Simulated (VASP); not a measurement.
## RuP (relaxed from the wurtzite structure, space group P6_3mc): computed properties

Computed with LDA (Ceperley-Alder, Perdew-Zunger), VASP's LDA PAW potentials (set 64) (plane waves; VASP).

```
Item                                                                                    Value
----------------------------------  ---------------------------------------------------------
space group                                                                      P6_3mc (186)
cell                                a = b = 3.699 Å, c = 5.702 Å, α = β = 90.00°, γ = 120.00°
volume per atom                                                                 16.89 Å³/atom
band gap (over mesh and band path)                   none (metal, semimetal or under 0.01 eV)
density                                                                            6.49 g/cm³
```

```yaml
crystal:
  lattice:
    - [3.69908, 0.00000, 0.00000]
    - [-1.84954, 3.20350, 0.00000]
    - [0.00000, 0.00000, 5.70210]
  atoms:
    - { symbol: Ru, position: [0.33333, 0.66667, 0.99243] }
    - { symbol: Ru, position: [0.66667, 0.33333, 0.49243] }
    - { symbol: P, position: [0.33333, 0.66667, 0.38257] }
    - { symbol: P, position: [0.66667, 0.33333, 0.88257] }
```

The structure was generated: RuP was put into the wurtzite type (P6_3mc), which need not be its known phase. It was relaxed first, which changed the volume by -32 %. Symmetry was kept, so distortions that lower it aren't found.
